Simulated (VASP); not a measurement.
Output of a VASP run:

### OSZICAR
```
       N       E                     dE             d eps       ncg     rms          rms(c)
DAV:   1     0.823631162468E+02    0.82363E+02   -0.89874E+03   696   0.134E+03
DAV:   2    -0.100733701474E+02   -0.92436E+02   -0.84536E+02   928   0.253E+02
DAV:   3    -0.141550696118E+02   -0.40817E+01   -0.40521E+01   916   0.517E+01
DAV:   4    -0.142526623274E+02   -0.97593E-01   -0.97563E-01   928   0.754E+00
DAV:   5    -0.142538637832E+02   -0.12015E-02   -0.12014E-02   920   0.785E-01    0.157E+01
DAV:   6    -0.121804431045E+02    0.20734E+01   -0.10633E+01   808   0.240E+01    0.189E+01
DAV:   7    -0.120613210658E+02    0.11912E+00   -0.63069E-01   856   0.696E+00    0.107E+01
DAV:   8    -0.120535386928E+02    0.77824E-02   -0.13989E-01   740   0.418E+00    0.780E-01
DAV:   9    -0.120543372620E+02   -0.79857E-03   -0.13232E-02   968   0.962E-01    0.224E-01
DAV:  10    -0.120550438037E+02   -0.70654E-03   -0.10779E-03   744   0.336E-01    0.612E-02
DAV:  11    -0.120551681578E+02   -0.12435E-03   -0.20461E-04   824   0.125E-01    0.454E-02
DAV:  12    -0.120551847420E+02   -0.16584E-04   -0.26912E-05   760   0.519E-02    0.297E-02
DAV:  13    -0.120551832511E+02    0.14910E-05   -0.37687E-06   884   0.234E-02    0.265E-03
DAV:  14    -0.120551830164E+02    0.23465E-06   -0.42076E-07   408   0.671E-03
   1 F= -.12055183E+02 E0= -.12055183E+02  d E =-.120552E+02
```

**OUTCAR**
```
------------------------ aborting loop because EDIFF is reached ----------------------------------------
  FORCE on cell =-STRESS in cart. coord.  units (eV):
  Direction    XX          YY          ZZ          XY          YZ          ZX
  --------------------------------------------------------------------------------------
  Total        0.0022856      0.0022856      0.0022856     -0.0000000      0.0000000     -0.0000000
  in kB        0.1038665      0.1038665      0.1038665     -0.0000000      0.0000000     -0.0000000
  external PRESSURE =       0.1038665 kB  Pullay stress =       0.0000000 kB
  volume of cell :       35.26
      direct lattice vectors                 reciprocal lattice vectors
     0.000000000  2.602584250  2.602584250    -0.192116739  0.192116739  0.192116739
     2.602584250  0.000000000  2.602584250     0.192116739 -0.192116739  0.192116739
     2.602584250  2.602584250  0.000000000     0.192116739  0.192116739 -0.192116739
  FREE ENERGIE OF THE ION-ELECTRON SYSTEM (eV)
  ---------------------------------------------------
  free  energy   TOTEN  =       -12.0551830164 eV

  energy  without entropy=      -12.0551830164  energy(sigma->0) =      -12.05518302

 reached required accuracy - stopping structural energy minimisation
```
(Selected blocks of OUTCAR.)

**POSCAR**
```
SrO
1
   -0.0000000000     2.6025842495     2.6025842495
    2.6025842495     0.0000000000     2.6025842495
    2.6025842495     2.6025842495     0.0000000000
Sr O
1 1
Direct
  0.0000000000   0.0000000000   0.0000000000
  0.5000000000   0.5000000000   0.5000000000
```

### Question
Write an INCAR and KPOINTS that could have produced this output.

### Answer
This is not unique; one that fits is the input of the run itself, PBE GGA, plane waves, VASP's PBE PAW potentials (set 64).

### KPOINTS
```
Automatic mesh
0
Gamma
8 8 8
0 0 0
```

INCAR:
```
SYSTEM=SrO
PREC=Accurate; ENCUT=530; LREAL=.FALSE.
LASPH=.TRUE.
EDIFF=1E-6; NELM=100; ALGO=Normal
LMAXMIX=4
ISMEAR=0; SIGMA=0.05
GGA=PE
IBRION=2; NSW=60; ISIF=3
EDIFFG=-0.01
LWAVE=.FALSE.; LCHARG=.FALSE.
```

POTCAR, in this order: Sr_sv O (PBE.64 set). Program: vasp_std.

The compound is SrO in the rock salt structure. It was relaxed first. The start is the result of an earlier pass.
